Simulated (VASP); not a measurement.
OSZICAR of a VASP run on O (relaxed from the simple-cubic structure, space group Pm-3m):

### OSZICAR
```
       N       E                     dE             d eps       ncg     rms          rms(c)
DAV:   1     0.478799078332E+00    0.47880E+00   -0.37921E+03  4431   0.850E+02
DAV:   2    -0.653501138582E+01   -0.70138E+01   -0.67116E+01  5068   0.890E+01
DAV:   3    -0.655606031377E+01   -0.21049E-01   -0.20880E-01  4592   0.521E+00
DAV:   4    -0.655607082356E+01   -0.10510E-04   -0.10466E-04  4760   0.121E-01
DAV:   5    -0.655607083094E+01   -0.73823E-08   -0.75483E-08  4697   0.259E-03    0.944E-01
DAV:   6    -0.364791180341E+01    0.29082E+01   -0.10112E+00  4004   0.979E+00    0.745E-01
DAV:   7    -0.384590583059E+01   -0.19799E+00   -0.87138E-02  4004   0.320E+00    0.324E-01
DAV:   8    -0.386620408938E+01   -0.20298E-01   -0.50511E-02  4053   0.254E+00    0.122E-01
DAV:   9    -0.383210361692E+01    0.34100E-01   -0.13008E-02  4004   0.144E+00    0.663E-02
DAV:  10    -0.386200706362E+01   -0.29903E-01   -0.57090E-03  4004   0.907E-01    0.206E-02
DAV:  11    -0.386197996389E+01    0.27100E-04   -0.10272E-04  4872   0.134E-01    0.352E-03
DAV:  12    -0.386198559103E+01   -0.56271E-05   -0.61184E-06  4669   0.325E-02    0.230E-03
DAV:  13    -0.386198480477E+01    0.78626E-06   -0.12099E-06  4116   0.125E-02    0.160E-03
DAV:  14    -0.386198550865E+01   -0.70387E-06   -0.28069E-07  4074   0.660E-03    0.327E-04
DAV:  15    -0.386198555726E+01   -0.48611E-07   -0.14854E-08  3871   0.190E-03
   1 F= -.38619856E+01 E0= -.38619856E+01  d E =0.000000E+00
       N       E                     dE             ncg
```

Which electronic solver shows in the log?

It is blocked Davidson (ALGO = Normal, or the opening steps of other solvers). The INCAR had ALGO = Normal.

Can the final energy be trusted as converged?

Self-consistency was reached. It stopped with EDIFF = 1E-7, NELM = 100 (r2SCAN meta-GGA, plane waves, VASP's PBE PAW potentials (set 64)).

The structure was generated: O was put into the simple-cubic type (Pm-3m), which need not be its known phase. It was relaxed first, which changed the volume by -15 %.
